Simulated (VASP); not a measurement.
Here is the system:

```
Ag
1.0
    0.00000     2.11578     2.11578
    2.11578     0.00000     2.11578
    2.11578     2.11578     0.00000
Ag
1
Direct
  0.00000   0.00000   0.00000
```

All values below come from revPBE GGA, VASP's PBE PAW potentials (set 64) (plane waves; VASP). Run with 520 eV cut-off, 15×15×15 Γ-centred mesh, first-order Methfessel-Paxton smearing of 0.10 eV, potentials Ag.

Q: Give the stress tensor in GPa (positive for a compressed cell).

A: 
```
-1.93   0.00   0.00
 0.00  -1.93   0.00
 0.00   0.00  -1.93
```
The pressure is its mean diagonal, -1.93 GPa.

The compound is Ag in the fcc structure. This cell is one point of a volume scan, at 1.03 of the reference volume.
